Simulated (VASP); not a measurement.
Crystal: NaCu.

```
Na Cu
1.0
     2.94224    0.00000    0.00000
     0.00000    2.94224    0.00000
     0.00000    0.00000    4.04091
Na Cu
1 1
Direct
  0.00000 0.00000 0.00000
  0.50000 0.50000 0.50000
```

The cell was built by a generator and needn't be a form met in nature.

Base run:

```yaml
Program: VASP 6.6.1
Functional: PBEsol
Potentials_or_basis: VASP PAW PBE potentials, release 64 (Na_pv, Cu)
Cutoff: 520 eV
k_mesh: 9 × 9 × 7
Occupations: fermi-dirac, width 0.05 eV
Spin: no spin polarisation
```

Its results: pressure 0.9 GPa.

Q: The run is repeated on the same cell with these changes: functional from PBEsol to PBE. What comes out?

A: Pressure 3.1 GPa.

PBE binds less tightly than PBEsol, so the same cell stands under more pressure.

Caveats: the PAW data sets were made with another functional, which shifts forces and pressure a little (some runs).
